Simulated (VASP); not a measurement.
Method: rev-vdW-DF2, VASP's PBE PAW potentials (set 64) (plane waves; VASP).

The input files of a VASP run:

### POSCAR
```
CdS
1.0
  2.0872593969  -3.6152391481   0.0000000000
  2.0872593969   3.6152391481   0.0000000000
  0.0000000000   0.0000000000   6.7839799116
Cd S
2 2
Cartesian
  2.0872593969  -1.2050821262   3.3920914414
  2.0872593969   1.2050821262   0.0001014856
  2.0872593969  -1.2050821262   5.9494488968
  2.0872593969   1.2050821262   2.5574589410
```

File KPOINTS:
```
Automatic mesh
0
Gamma
 7 7 4
0 0 0
```

### INCAR
```
PARAM2 = 0.7114
LREAL = F   ! projection in real space or not
PARAM1 = 0.1234568
ZAB_VDW = -1.8867
NELM = 100   ! most electronic steps
LUSE_VDW = T
ALGO = Normal   ! blocked Davidson
NEDOS = 601   ! DOS grid
ISIF = 2   ! forces and stress, cell fixed
LMAXMIX = 4   ! l cut-off of mixed one-centre charges
ISMEAR = -5
SYSTEM = CdS
EDIFF = 1E-7
ENCUT = 520
PREC = Accurate
LORBIT = 11   ! lm-projected
GGA = MK
LCHARG = T
LWAVE = F
LASPH = T   ! aspherical one-centre terms
LEFG = T
AGGAC = 0.0
```

POTCAR, in this order: Cd S (PBE.64 set). Program: vasp_std.

The run wrote:

OSZICAR:
```
       N       E                     dE             d eps       ncg     rms          rms(c)
DAV:   1     0.255248880814E+03    0.25525E+03   -0.17652E+04  1056   0.149E+03
DAV:   2     0.932989877113E+01   -0.24592E+03   -0.24084E+03  1176   0.356E+02
DAV:   3    -0.480101871084E+01   -0.14131E+02   -0.14078E+02  1296   0.845E+01
DAV:   4    -0.495885626257E+01   -0.15784E+00   -0.15776E+00  1206   0.913E+00
DAV:   5    -0.496162695647E+01   -0.27707E-02   -0.27706E-02  1308   0.116E+00    0.107E+01
DAV:   6    -0.390233157682E+01    0.10593E+01   -0.26619E+00  1384   0.168E+01    0.850E+00
DAV:   7    -0.388984077358E+01    0.12491E-01   -0.75982E-01  1224   0.512E+00    0.408E+00
DAV:   8    -0.388521583512E+01    0.46249E-02   -0.10882E-01  1212   0.350E+00    0.499E-01
DAV:   9    -0.388264176026E+01    0.25741E-02   -0.20793E-02  1334   0.182E+00    0.141E-01
DAV:  10    -0.388270629875E+01   -0.64538E-04   -0.11484E-03  1182   0.322E-01    0.878E-02
DAV:  11    -0.388276053082E+01   -0.54232E-04   -0.21703E-04  1202   0.117E-01    0.893E-02
DAV:  12    -0.388275441700E+01    0.61138E-05   -0.11532E-04  1188   0.704E-02    0.893E-03
DAV:  13    -0.388275432513E+01    0.91868E-07   -0.89594E-06  1266   0.237E-02    0.718E-03
DAV:  14    -0.388275454332E+01   -0.21819E-06   -0.52507E-07  1224   0.693E-03    0.501E-03
DAV:  15    -0.388275425918E+01    0.28415E-06   -0.25638E-07   948   0.313E-03    0.297E-03
DAV:  16    -0.388275414158E+01    0.11759E-06   -0.29955E-07   904   0.332E-03    0.822E-04
DAV:  17    -0.388275414997E+01   -0.83887E-08   -0.18339E-08   582   0.125E-03
   1 F= -.38827541E+01 E0= -.38827541E+01  d E =0.000000E+00
```

File OUTCAR:
```
------------------------ aborting loop because EDIFF is reached ----------------------------------------
  FORCE on cell =-STRESS in cart. coord.  units (eV):
  Direction    XX          YY          ZZ          XY          YZ          ZX
  --------------------------------------------------------------------------------------
  Total       -0.0231274     -0.0231274      0.0417732      0.0000000      0.0000000      0.0000000
  in kB       -0.3619176     -0.3619176      0.6537034      0.0000000      0.0000000      0.0000000
  external PRESSURE =      -0.0233773 kB  Pullay stress =       0.0000000 kB
  volume of cell :      102.38
      direct lattice vectors                 reciprocal lattice vectors
     2.087259397 -3.615239148  0.000000000     0.239548568 -0.138303437  0.000000000
     2.087259397  3.615239148  0.000000000     0.239548568  0.138303437  0.000000000
     0.000000000  0.000000000  6.783979912     0.000000000  0.000000000  0.147406097
  FREE ENERGIE OF THE ION-ELECTRON SYSTEM (eV)
  ---------------------------------------------------
  free  energy   TOTEN  =        -3.8827541500 eV

  energy  without entropy=       -3.8827541500  energy(sigma->0) =       -3.88275415

 total charge

# of ion       s       p       d       tot
------------------------------------------
    1        0.424   0.310   9.561  10.295
    2        0.424   0.310   9.561  10.295
    3        1.329   2.380   0.000   3.709
    4        1.329   2.380   0.000   3.709
--------------------------------------------------
tot          3.506   5.379  19.123  28.008

 Electric field gradients after diagonalization (V/A^2)
 (convention: |V_zz| > |V_xx| > |V_yy|)
----------------------------------------------------------------------
 ion       V_xx      V_yy      V_zz     asymmetry (V_yy - V_xx)/ V_zz
----------------------------------------------------------------------
   1      -1.836    -1.834     3.670       0.000
   2      -1.836    -1.834     3.670       0.000
   3       0.353     0.352    -0.705       0.001
   4       0.353     0.352    -0.705       0.001
```
(Selected blocks of OUTCAR.)

The compound is CdS in the wurtzite structure. It was relaxed first.
